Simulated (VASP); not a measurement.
Here is the system:

```xyz
2
Lattice="1.5777 -2.7327 0.0000 1.5777 2.7327 0.0000 0.0000 0.0000 4.9899" Properties=species:S:1:pos:R:3 pbc="T T T"
Hf     1.5777     0.9109     1.2475
Hf     1.5777    -0.9109     3.7424
```

Method: PBE GGA, VASP's PBE PAW potentials (set 64) (plane waves; VASP). Settings: 500 eV cut-off, 13×13×7 Γ-centred mesh, first-order Methfessel-Paxton smearing of 0.10 eV, potentials Hf_pv.

Energy and stress use the plane-wave basis of the starting cell.

Problem. The ions, cell shape and volume at an external pressure of 10.0 GPa are relaxed. Give the cell that the relaxation ends in.

Solution. 
```xyz
2
Lattice="1.5565 -2.6960 0.0000 1.5565 2.6960 0.0000 0.0000 0.0000 4.9372" Properties=species:S:1:pos:R:3 pbc="T T T"
Hf     1.5565     0.8987     1.2343
Hf     1.5565    -0.8987     3.7029
```
Space group P6_3/mmc (194), at a tolerance of 0.03 Å.

Problem. How do energy and volume change from the first to the last step?

Solution. The energy (σ→0) changes by +37.0 meV/atom and the volume by -3.7 %, in 5 ionic steps.

```json
[
 {"step": "1", "E(σ→0) (eV)": "-19.8203", "max force (eV/Å)": "0.000", "pressure (GPa)": "5.02", "volume (Å³)": "43.03"},
 {"step": "2", "E(σ→0) (eV)": "-19.5240", "max force (eV/Å)": "0.000", "pressure (GPa)": "19.50", "volume (Å³)": "38.99"},
 {"step": "3", "E(σ→0) (eV)": "-19.7485", "max force (eV/Å)": "0.000", "pressure (GPa)": "9.91", "volume (Å³)": "41.47"},
 {"step": "4", "E(σ→0) (eV)": "-19.7466", "max force (eV/Å)": "0.000", "pressure (GPa)": "10.02", "volume (Å³)": "41.44"},
 {"step": "5", "E(σ→0) (eV)": "-19.7463", "max force (eV/Å)": "0.000", "pressure (GPa)": "10.02", "volume (Å³)": "41.44"}
]
```

The compound is Hf in the hcp structure. This run relaxes it under an external pressure of 10 GPa. Symmetry was kept, so distortions that lower it aren't found.
